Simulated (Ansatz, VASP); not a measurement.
## One calculation of Ir2Rh, two programs

```
Ir Rh
1.0
     2.72816    0.00000    0.00000
    -1.36408    2.36266    0.00000
     0.00000    0.00000   13.03067
Ir Rh
4 2
Direct
  0.33333 0.66667 0.91667
  0.33333 0.66667 0.25000
  0.66667 0.33333 0.08333
  0.66667 0.33333 0.75000
  0.33333 0.66667 0.58333
  0.66667 0.33333 0.41667
```

Alike in both runs: task single point; functional PBE; k mesh 6 × 6 × 2; occupations gaussian, width 0.1 eV; no spin polarisation.

```csv
,VASP,Ansatz
version,VASP 6.6.1,Ansatz 0.2.0
potentials or method,"VASP PAW PBE potentials, release 64 (Ir, Rh_pv)","scalar-relativistic, plane waves, PAW"
plane-wave cutoff (eV),520,420
valence electrons in the cell,66,102
```

Ansatz gave:

```
gap on the k mesh at the Fermi level (eV)       : none
pressure (GPa)                                  : 10.5
largest component of the traceless stress (GPa) : 0.70
rms of the force components (eV/Å)              : 0.096
```

Task: Estimate VASP's values.

Result: gap on the k mesh at the Fermi level (eV): none; pressure (GPa): 10.9; largest component of the traceless stress (GPa): 0.70; rms of the force components (eV/Å): 0.098.

Atom by atom the forces differ by 0.011 eV/Å (rms over components). A gap of «none» marks a metal or a gap that the smearing closes. The two sets of potentials don't hold the same shells in valence.

Caveats: the k mesh is coarse (spacing up to 0.44 Å⁻¹), so the values aren't converged. Spin-orbit coupling is left out, which matters for the levels of Ir.
